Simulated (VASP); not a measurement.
Energy against volume of C (diamond). Method: vdW-DF2, VASP's PBE PAW potentials (set 64) (plane waves; VASP 6.6.1). Settings: 520 eV cut-off, 12×12×12 Γ-centred mesh, Gaussian smearing of 0.050 eV, potentials C.

| V (Å³/atom) | E (eV/atom) |
|---|---|
| 5.688 | -7.33133 |
| 5.864 | -7.33837 |
| 6.040 | -7.33218 |
| 6.216 | -7.31453 |

Q: Fit these four points and predict the energy of the run at 5.513 Å³/atom.

A: A cubic in V^(−2/3), the third-order Birch-Murnaghan form, passes through the four points with V0 = 5.87 Å³/atom and B0 = 400 GPa, and gives -7.3091 eV/atom there. The run gave -7.3090 eV/atom, +0.1 meV/atom from the fit; all five points give B0 = 400 GPa.

The compound is C in the diamond structure. It was relaxed first.
